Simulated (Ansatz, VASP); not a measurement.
**One calculation of LuGe3O, two programs**

```
CELL_PARAMETERS angstrom
4.02294 0.00000 0.00000
0.00000 4.02294 0.00000
0.00000 0.00000 5.41997
ATOMIC_POSITIONS crystal
Lu 0.50000 0.50000 0.72178
Ge 0.50000 0.00000 0.23775
Ge 0.00000 0.50000 0.23775
Ge 0.00000 0.00000 0.59229
O 0.00000 0.00000 0.01082
```

Change from the starting cell: species swapped into the CeSiPt3 type (P4mm, No. 99).

Alike in both runs: task single point; functional PBE; k mesh 4 × 4 × 4; occupations gaussian, width 0.1 eV; no spin polarisation.

|  | VASP | Ansatz |
| --- | --- | --- |
| version | VASP 6.6.1 | Ansatz 0.2.0 |
| potentials or method | VASP PAW PBE potentials, release 64 (Lu, Ge_d, O) | scalar-relativistic, plane waves, PAW |
| plane-wave cutoff (eV) | 520 | 420 |
| valence electrons in the cell | 73 | 73 |

```tsv
	VASP	Ansatz	Ansatz less VASP
gap on the k mesh at the Fermi level (eV)	none	none	-
pressure (GPa)	3.9	3.8	-0.12
largest component of the traceless stress (GPa)	1.82	1.80	-0.019
rms of the force components (eV/Å)	0.375	0.375	+0.0002
```

Atom by atom the forces differ by 0.005 eV/Å (rms over components). A gap of «none» marks a metal or a gap that the smearing closes.

Caveats: the k mesh is coarse (spacing up to 0.39 Å⁻¹), so the values aren't converged; an odd number of electrons without spin polarisation forces a metal; a magnetic or distorted state may lie lower. The runs have no spin-orbit coupling, so splittings on Lu are missing.
